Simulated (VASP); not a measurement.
These are PBEsol GGA, VASP's PBE PAW potentials (set 64) (plane waves; VASP) values and carry that method's errors.

VASP ran on this input.

**INCAR**
```
# general
SYSTEM =DyPb3
PREC   =Accurate
ENCUT  =400
LREAL  =F   # projection in real space or not
LASPH  =T   # aspherical one-centre terms

# electronic loop
EDIFF  =1E-6
NELM   =100   # most electronic steps
ALGO   =Normal
LMAXMIX=6

# smearing
ISMEAR =1
SIGMA  =0.1

# functional
GGA    =PS

# ions
IBRION =2   # conjugate gradients
NSW    =60   # most ionic steps
ISIF   =3
EDIFFG =-0.02   # ionic stop

# output
LWAVE  =F
LCHARG =F
```

File KPOINTS:
```
Automatic mesh
0
Gamma
6 6 6
0 0 0
```

**POSCAR**
```
DyPb3
1
    4.7958486330    -0.0000000000    -0.0000000000
   -0.0000000000     4.7958486330     0.0000000000
    0.0000000000    -0.0000000000     4.7958486330
Dy Pb
1 3
Direct
  0.0000000000   0.0000000000   0.0000000000
  0.0000000000   0.5000000000   0.5000000000
  0.5000000000   0.0000000000   0.5000000000
  0.5000000000   0.5000000000   0.0000000000
```

POTCAR, in this order: Dy_3 Pb_d (PBE.64 set). Program: vasp_std.

The resulting files:

OUTCAR:
```
 ion  position               nearest neighbor table
   1  0.000  0.000  0.000-   2 3.39   3 3.39   4 3.39   2 3.39   3 3.39   2 3.39   4 3.39   2 3.39
                             3 3.39   4 3.39   3 3.39   4 3.39
   2  0.000  0.500  0.500-   1 3.39   3 3.39   4 3.39   1 3.39   4 3.39   1 3.39   3 3.39   1 3.39
                             3 3.39   4 3.39   4 3.39   3 3.39
   3  0.500  0.000  0.500-   1 3.39   2 3.39   4 3.39   1 3.39   4 3.39   2 3.39   4 3.39   4 3.39
                             1 3.39   2 3.39   1 3.39   2 3.39
   4  0.500  0.500  0.000-   1 3.39   2 3.39   3 3.39   2 3.39   3 3.39   1 3.39   3 3.39   3 3.39
                             1 3.39   2 3.39   2 3.39   1 3.39
  LATTYP: Found a simple cubic cell.
 ALAT       =     4.7958486330
 Subroutine PRICEL returns:
 Original cell was already a primitive cell.
 Subroutine GETGRP returns: Found 48 space group operations
The static configuration has the point symmetry O_h .
The dynamic configuration has the point symmetry O_h .
 Subroutine INISYM returns: Found 48 space group operations
 Subroutine IBZKPT returns following result:
 Found     20 irreducible k-points:

 Following reciprocal coordinates:
            Coordinates               Weight
  0.000000  0.000000  0.000000      1.000000
  0.166667  0.000000  0.000000      6.000000
  0.333333  0.000000  0.000000      6.000000
...
```

**OSZICAR**
```
       N       E                     dE             d eps       ncg     rms          rms(c)
DAV:   1     0.516934734104E+03    0.51693E+03   -0.21330E+04  1200   0.163E+03
DAV:   2     0.276223139642E+02   -0.48931E+03   -0.48494E+03  1206   0.486E+02
DAV:   3    -0.166571888860E+02   -0.44280E+02   -0.43773E+02  1428   0.186E+02
DAV:   4    -0.183482677294E+02   -0.16911E+01   -0.16819E+01  1468   0.418E+01
DAV:   5    -0.184092982200E+02   -0.61030E-01   -0.60991E-01  1552   0.681E+00    0.163E+01
DAV:   6    -0.182932369462E+02    0.11606E+00   -0.17559E-01  1588   0.492E+00    0.953E+00
DAV:   7    -0.182666481470E+02    0.26589E-01   -0.18919E-01  1520   0.464E+00    0.521E-01
DAV:   8    -0.182646359898E+02    0.20122E-02   -0.25911E-02  1458   0.219E+00    0.145E-01
DAV:   9    -0.182645472390E+02    0.88751E-04   -0.11302E-03  1798   0.277E-01    0.558E-02
DAV:  10    -0.182645415297E+02    0.57093E-05   -0.13001E-04  1558   0.129E-01    0.162E-02
DAV:  11    -0.182645374222E+02    0.41075E-05   -0.24207E-05  1526   0.570E-02    0.912E-03
DAV:  12    -0.182645375869E+02   -0.16465E-06   -0.26991E-06  1048   0.106E-02
   1 F= -.18264538E+02 E0= -.18264068E+02  d E =-.182645E+02
```

OUTCAR:
```
------------------------ aborting loop because EDIFF is reached ----------------------------------------
  FORCE on cell =-STRESS in cart. coord.  units (eV):
  Direction    XX          YY          ZZ          XY          YZ          ZX
  --------------------------------------------------------------------------------------
  Total       -0.0283184     -0.0283184     -0.0283184     -0.0000000     -0.0000000     -0.0000000
  in kB       -0.4113231     -0.4113231     -0.4113231     -0.0000000     -0.0000000     -0.0000000
  external PRESSURE =      -0.4113231 kB  Pullay stress =       0.0000000 kB
  volume of cell :      110.31
      direct lattice vectors                 reciprocal lattice vectors
     4.795848633  0.000000000  0.000000000     0.208513670  0.000000000  0.000000000
     0.000000000  4.795848633  0.000000000     0.000000000  0.208513670  0.000000000
     0.000000000  0.000000000  4.795848633     0.000000000  0.000000000  0.208513670
 POSITION                                       TOTAL-FORCE (eV/Angst)
 -----------------------------------------------------------------------------------
      0.00000      0.00000      0.00000         0.000000      0.000000      0.000000
      0.00000      2.39792      2.39792         0.000000      0.000000      0.000000
      2.39792      0.00000      2.39792         0.000000      0.000000      0.000000
      2.39792      2.39792      0.00000         0.000000      0.000000      0.000000
 -----------------------------------------------------------------------------------
    total drift:                                0.000000     -0.000000     -0.000000
  FREE ENERGIE OF THE ION-ELECTRON SYSTEM (eV)
  ---------------------------------------------------
  free  energy   TOTEN  =       -18.2645375869 eV

  energy  without entropy=      -18.2631293934  energy(sigma->0) =      -18.26406819

 reached required accuracy - stopping structural energy minimisation
```
(Selected blocks of OUTCAR.)

File OUTCAR:
```
 val. band max:        7.2877410417   @ k =   0.5000   0.0000   0.0000

 cond. band min:       7.3517207782   @ k =   0.3333   0.1667   0.1667


 Fermi energy:         7.3428708659

 k-point     1 :       0.0000    0.0000    0.0000
  band No.  band energies     occupation
      1     -16.8174      2.00000
      2     -16.8174      2.00000
      3     -16.8174      2.00000
      4      -9.8828      2.00000
      5      -9.8828      2.00000
      6      -9.8828      2.00000
      7      -9.8772      2.00000
      8      -9.6856      2.00000
      9      -9.6856      2.00000
     10      -9.5640      2.00000
     11      -9.5640      2.00000
     12      -9.5640      2.00000
     13      -9.5044      2.00000
     14      -9.5044      2.00000
     15      -9.3420      2.00000
     16      -9.3296      2.00000
     17      -9.3296      2.00000
     18      -9.3296      2.00000
     19      -4.4859      2.00000
     20       0.4698      2.00000
     21       0.4698      2.00000
     22       4.4091      2.00000
     23       4.4091      2.00000
     24       4.4091      2.00000
     25       8.6406     -0.00000
     26       8.7991     -0.00000
     27       8.7994     -0.00000
     28       8.8109     -0.00000
     29       8.8110     -0.00000
     30       8.8110     -0.00000

 k-point     2 :       0.1667    0.0000    0.0000
  band No.  band energies     occupation
      1     -16.8241      2.00000
      2     -16.8181      2.00000
      3     -16.8181      2.00000
      4      -9.8769      2.00000
      5      -9.8527      2.00000
      6      -9.8496      2.00000
      7      -9.8496      2.00000
      8      -9.6796      2.00000
      9      -9.6637      2.00000
     10      -9.5699      2.00000
     11      -9.5608      2.00000
     12      -9.5608      2.00000
     13      -9.5227      2.00000
     14      -9.5039      2.00000
     15      -9.3686      2.00000
     16      -9.3686      2.00000
     17      -9.3599      2.00000
     18      -9.3295      2.00000
...
```

The 4f electrons are frozen in the core of the lanthanide potential, so 4f levels, which can set the real gap, and their magnetism are missing. Unless said otherwise, spin-orbit coupling is left out, though it shifts the bands of the heavy elements here.

The structure comes from a computed database's DyPb3 entry (Pm-3m); how it stands against other phases isn't given here. It was relaxed first. The start is the result of an earlier pass. The electron count is odd and the run is not spin-polarised, which forces a metal.
